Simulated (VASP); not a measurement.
These are LDA (Ceperley-Alder, Perdew-Zunger), VASP's LDA PAW potentials (set 64) (plane waves; VASP 6.6.1) values and carry that method's errors. For the first row: Settings: 520 eV cut-off, 8×8×8 Γ-centred mesh, Gaussian smearing of 0.050 eV, potentials Al P.

| system | energy (eV/atom) |
|---|---|
| AlP (zinc blende) | -5.7062 |
| Al atom | -0.1632 |
| P atom | -1.5106 |

Atoms are spin-polarised in a large box without symmetry, with the spin fixed by Hund's rule, and may not be in the lowest state of each functional; no zero-point energy is added.

Q: What is the cohesive energy per atom of AlP?

A: The references average (1×(-0.1632) + 1×(-1.5106))/2 = -0.8369 eV, so the cohesive energy is -0.8369 − (-5.7062) = 4.869 eV/atom. Measured: 4.320 eV/atom at 0 K (as given by Daniel Mejia-Rodriguez et al., Physical Review B (2018), arXiv:1807.09216; static lattice: zero-point vibration energy added).
